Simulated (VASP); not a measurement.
Here is the system:

```
SnS2
1.0
    3.64951     0.00000     0.00000
   -1.82475     3.16057     0.00000
    0.00000     0.00000    12.07286
Sn S
2 4
Cartesian
  0.00000   2.10705   7.54577
  1.82476   1.05352   1.50934
  1.82476   1.05352   9.02047
  0.00000   2.10705   2.98404
  0.00000   0.00000   0.03394
  0.00000   0.00000   6.07037
```

Level of theory: PBEsol GGA with spin-orbit coupling, VASP's PBE PAW potentials (set 64) (plane waves; VASP). Settings: 400 eV cut-off, 6×6×2 Γ-centred mesh, Gaussian smearing of 0.050 eV, potentials Sn_d S.

Without a dispersion term in the relaxation, distances and binding between the weakly bound layers, chains or molecules are unreliable, and so is what depends on them.

Question: Give the energies of bands 43 to 56 at the high-symmetry points, in eV from the valence-band maximum.

Answer: 
| band | Γ | M | K | A | L | H |
|---|---|---|---|---|---|---|
| 43 | -0.26 | -2.12 | -3.25 | -0.52 | -2.18 | -3.34 |
| 44 | -0.26 | -2.12 | -3.22 | -0.52 | -2.18 | -3.34 |
| 45 | -0.21 | -0.84 | -1.24 | -0.20 | -0.73 | -0.80 |
| 46 | -0.21 | -0.84 | -1.24 | -0.20 | -0.73 | -0.80 |
| 47 | -0.15 | -0.50 | -0.85 | -0.20 | -0.73 | -0.79 |
| 48 | -0.15 | -0.50 | -0.85 | -0.20 | -0.73 | -0.79 |
| 49 | -0.11 | -0.35 | -0.84 | -0.15 | -0.36 | -0.78 |
| 50 | -0.11 | -0.35 | -0.84 | -0.15 | -0.36 | -0.78 |
| 51 | -0.05 | -0.22 | -0.35 | -0.15 | -0.36 | -0.78 |
| 52 | -0.05 | -0.22 | -0.35 | -0.15 | -0.36 | -0.78 |
| 53 | 1.95 | 1.24 | 2.63 | 2.61 | 1.53 | 2.53 |
| 54 | 1.95 | 1.24 | 2.63 | 2.61 | 1.53 | 2.53 |
| 55 | 3.06 | 1.61 | 2.63 | 2.61 | 1.53 | 2.53 |
| 56 | 3.06 | 1.61 | 2.64 | 2.61 | 1.53 | 2.53 |

The gap is indirect, 1.24 eV, from the valence maximum at (0.17, 0.00, 0.00) to the conduction minimum at M.

The structure comes from a computed database's SnS2 entry (P6_3mc); how it stands against other phases isn't given here. It was relaxed first.
